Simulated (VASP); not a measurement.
Calculation: PBEsol GGA, VASP's PBE PAW potentials (set 64) (plane waves; VASP). Each cell was relaxed at this level, without spin-orbit coupling.

Which of these comes out without a gap?
A. Lu, P6_3/mmc (194)
B. SiO2, P4_12_12 (92)
C. BN, P6_3/mmc (194)
D. BaO, Fm-3m (225)

A, Lu, P6_3/mmc (194). The others have gaps of 1.86 eV (BaO, Fm-3m (225)), 5.56 eV (SiO2, P4_12_12 (92)), 4.19 eV (BN, P6_3/mmc (194)).
